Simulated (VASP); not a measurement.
The system is BaHfO3.

```
CELL_PARAMETERS angstrom
4.17000 0.00000 0.00000
0.00000 4.17000 0.00000
0.00000 0.00000 4.17000
ATOMIC_POSITIONS crystal
Ba 0.00000 0.00000 0.00000
Hf 0.50000 0.50000 0.50000
O 0.50000 0.50000 0.00000
O 0.00000 0.50000 0.50000
O 0.50000 0.00000 0.50000
```

The cell was built by a generator and needn't be a form met in nature.

| Property | Result |
| --- | --- |
| Program | VASP 6.6.1 |
| Task | relaxation of cell and atoms |
| Functional | LDA |
| Potentials or basis | VASP PAW LDA potentials, release 64 (Ba_sv, Hf_pv, O) |
| Cutoff | 600 eV |
| k mesh | 8 × 8 × 8 |
| Occupations | gaussian, width 0.02 eV |
| Spin | no spin polarisation |

At the start: pressure -6.1 GPa; volume 14.50 Å³/atom.

**Question.** Where does the relaxation end?

**Answer.** Over 3 steps the energy falls by 10.1 meV/atom and the volume is 14.00 Å³/atom (-3.5 %); space group Pm-3m (No. 221, to 0.05 Å).

Step by step:
| step | energy change (eV) | largest force (eV/Å) | pressure (GPa) | volume (Å³) |
| --- | --- | --- | --- | --- |
| 1 | 0.0000 | 0.0000 | -6.13 | 72.51 |
| 2 | 0.0380 | 0.0000 | 9.43 | 66.84 |
| 3 | -0.0503 | 0.0000 | 0.00 | 70.00 |

Final structure:
```
Ba Hf O
1.0
     4.12121    0.00000    0.00000
     0.00000    4.12121    0.00000
     0.00000    0.00000    4.12121
Ba Hf O
1 1 3
Direct
  0.00000 0.00000 0.00000
  0.50000 0.50000 0.50000
  0.50000 0.50000 0.00000
  0.00000 0.50000 0.50000
  0.50000 0.00000 0.50000
```
